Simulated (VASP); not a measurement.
Method: TPSS meta-GGA, VASP's PBE PAW potentials (set 64) (plane waves; VASP).

A VASP calculation is set up with these files.

File POSCAR:
```
ZrB2
1
    1.5830932333    -2.7419983815     0.0000000000
    1.5830932333     2.7419983815     0.0000000000
    0.0000000000     0.0000000000     3.5274195883
Zr B
1 2
Direct
  0.0000000000   0.0000000000   0.0000000000
  0.3333330000   0.6666670000   0.5000000000
  0.6666670000   0.3333330000   0.5000000000
```

### INCAR
```
SYSTEM = ZrB2
PREC = Accurate
ENCUT = 520
EDIFF = 1E-7
NELM = 100
ALGO = Normal
LREAL = .FALSE.
LASPH = .TRUE.
ISMEAR = 1
SIGMA = 0.1
METAGGA = TPSS
LMIXTAU = .TRUE.
LMAXMIX = 4
LWAVE = .FALSE.
LCHARG = .FALSE.
ISIF = 4
IBRION = 2
NSW = 30
EDIFFG = -0.01
```

**KPOINTS**
```
Automatic
0
G
 11 11 9
```

POTCAR, in this order: Zr_sv B (PBE.64 set). Program: vasp_std.

The resulting files:

### OUTCAR
```
 ion  position               nearest neighbor table
   1  0.000  0.000  0.000-   2 2.54   3 2.54   2 2.54   3 2.54   3 2.54   3 2.54   2 2.54   2 2.54
                             3 2.54   3 2.54   2 2.54   2 2.54
   2  0.333  0.667  0.500-   3 1.83   3 1.83   3 1.83   1 2.54   1 2.54   1 2.54   1 2.54   1 2.54
                             1 2.54
   3  0.667  0.333  0.500-   2 1.83   2 1.83   2 1.83   1 2.54   1 2.54   1 2.54   1 2.54   1 2.54
                             1 2.54
  LATTYP: Found a hexagonal cell.
 ALAT       =     3.1661868722
 C/A-ratio  =     1.1140907757
 Subroutine PRICEL returns:
 Original cell was already a primitive cell.
 Subroutine GETGRP returns: Found 24 space group operations
The static configuration has the point symmetry D_6h.
The dynamic configuration has the point symmetry D_6h.
 Subroutine INISYM returns: Found 24 space group operations
 Subroutine IBZKPT returns following result:
 Found     80 irreducible k-points:

 Following reciprocal coordinates:
            Coordinates               Weight
  0.000000  0.000000  0.000000      1.000000
  0.090909  0.000000  0.000000      6.000000
  0.181818 -0.000000  0.000000      6.000000
  0.272727  0.000000  0.000000      6.000000
...
```

OSZICAR:
```
       N       E                     dE             d eps       ncg     rms          rms(c)
DAV:   1     0.440615251152E+03    0.44062E+03   -0.60330E+07  2080   0.111E+08
DAV:   2    -0.367655298959E+05   -0.37206E+05   -0.34295E+05  4064   0.755E+02
DAV:   3    -0.375209201068E+03    0.36390E+05   -0.24625E+04  3472   0.823E+03
DAV:   4    -0.288279085569E+04   -0.25076E+04   -0.26526E+04  3848   0.614E+02
DAV:   5    -0.786088390231E+04   -0.49781E+04   -0.85137E+04  3664   0.159E+03    0.793E+01
DAV:   6    -0.288282688876E+02    0.78321E+04   -0.15304E+03  2457   0.352E+02    0.175E+01
DAV:   7    -0.363176689237E+02   -0.74894E+01   -0.58940E+01  2665   0.630E+01    0.128E+01
DAV:   8    -0.353573345449E+02    0.96033E+00   -0.72532E+00  2922   0.201E+01    0.302E+00
DAV:   9    -0.359681708961E+02   -0.61084E+00   -0.30817E+00  2389   0.175E+01    0.686E+00
DAV:  10    -0.360823887352E+02   -0.11422E+00   -0.12706E+00  2430   0.124E+01    0.229E+00
DAV:  11    -0.361722287452E+02   -0.89840E-01   -0.40566E-01  2390   0.578E+00    0.107E+00
DAV:  12    -0.360695373901E+02    0.10269E+00   -0.21382E-01  2080   0.723E+00    0.637E-01
DAV:  13    -0.361729063210E+02   -0.10337E+00   -0.14489E-01  2100   0.562E+00    0.510E-01
DAV:  14    -0.361728050802E+02    0.10124E-03   -0.10613E-02  2676   0.124E+00    0.210E-01
DAV:  15    -0.361704560687E+02    0.23490E-02   -0.23551E-03  2380   0.556E-01    0.104E-01
DAV:  16    -0.361699942226E+02    0.46185E-03   -0.49779E-04  2465   0.274E-01    0.369E-02
DAV:  17    -0.361704714476E+02   -0.47723E-03   -0.26569E-04  2340   0.199E-01    0.223E-02
DAV:  18    -0.361701118263E+02    0.35962E-03   -0.14617E-04  2125   0.169E-01    0.830E-03
DAV:  19    -0.361701153510E+02   -0.35247E-05   -0.38056E-06  3242   0.187E-02    0.634E-03
DAV:  20    -0.361701127868E+02    0.25642E-05   -0.65863E-07  2508   0.872E-03    0.310E-03
DAV:  21    -0.361701147002E+02   -0.19134E-05   -0.67277E-07  2255   0.981E-03    0.835E-04
DAV:  22    -0.361701145473E+02    0.15292E-06   -0.39535E-08  1175   0.231E-03    0.493E-04
DAV:  23    -0.361701146364E+02   -0.89067E-07   -0.88055E-09  1110   0.947E-04
   1 F= -.36170115E+02 E0= -.36170120E+02  d E =-.361701E+02
```

**OUTCAR**
```
------------------------ aborting loop because EDIFF is reached ----------------------------------------
  FORCE on cell =-STRESS in cart. coord.  units (eV):
  Direction    XX          YY          ZZ          XY          YZ          ZX
  --------------------------------------------------------------------------------------
  Total       -0.0230881     -0.0230881     -0.0238952      0.0000000      0.0000000      0.0000000
  in kB       -1.2079205     -1.2079209     -1.2501473      0.0000000      0.0000000      0.0000000
  external PRESSURE =      -1.2219962 kB  Pullay stress =       0.0000000 kB
  volume of cell :       30.62
      direct lattice vectors                 reciprocal lattice vectors
     1.583093233 -2.741998382  0.000000000     0.315837368 -0.182348758  0.000000000
     1.583093233  2.741998382  0.000000000     0.315837368  0.182348758  0.000000000
     0.000000000  0.000000000  3.527419588     0.000000000  0.000000000  0.283493351
 POSITION                                       TOTAL-FORCE (eV/Angst)
 -----------------------------------------------------------------------------------
      0.00000      0.00000      0.00000        -0.000000     -0.000000     -0.000000
      1.58309      0.91400      1.76371        -0.000000      0.000000     -0.000000
      1.58309     -0.91400      1.76371         0.000000     -0.000000      0.000000
 -----------------------------------------------------------------------------------
    total drift:                                0.000000     -0.000000      0.000000
  FREE ENERGIE OF THE ION-ELECTRON SYSTEM (eV)
  ---------------------------------------------------
  free  energy   TOTEN  =       -36.1701146364 eV

  energy  without entropy=      -36.1701320697  energy(sigma->0) =      -36.17012045

 reached required accuracy - stopping structural energy minimisation
```
(Selected blocks of OUTCAR.)

The compound is ZrB2 in the AlB2 type structure. It was relaxed first.
